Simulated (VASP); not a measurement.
Input:

```xyz
5
Lattice="2.3248 -4.0267 0.0000 2.3248 4.0267 0.0000 0.0000 0.0000 7.3264" Properties=species:S:1:pos:R:3 pbc="T T T"
Mg     0.0000     0.0000     0.0000
Mg     2.3248     1.3422     4.6432
Mg     2.3248    -1.3422     2.6832
Sb     2.3248     1.3422     1.6628
Sb     2.3248    -1.3422     5.6636
```

All values below come from RPBE GGA, VASP's PBE PAW potentials (set 64) (plane waves; VASP 6.6.1). Settings: 520 eV cut-off, 6×6×4 Γ-centred mesh, tetrahedra with Blöchl corrections, potentials Mg Sb.

The cores are frozen, which limits the accuracy of field gradients.

**Question.** Give the principal components of the electric field gradient (V/Å²) and the asymmetry η at each nucleus.

**Answer.** 
| atom | Vxx | Vyy | Vzz | η |
|---|---|---|---|---|
| Mg1 | -0.6 | -0.6 | 1.3 | 0.00 |
| Mg2 | -0.6 | -0.6 | 1.2 | 0.00 |
| Mg3 | -0.6 | -0.6 | 1.2 | 0.00 |
| Sb4 | -17.1 | -17.1 | 34.1 | 0.00 |
| Sb5 | -17.1 | -17.1 | 34.1 | 0.00 |

The compound is Mg3Sb2 in the a-la2o3 structure. It was relaxed first, which changed the volume by +5 %.
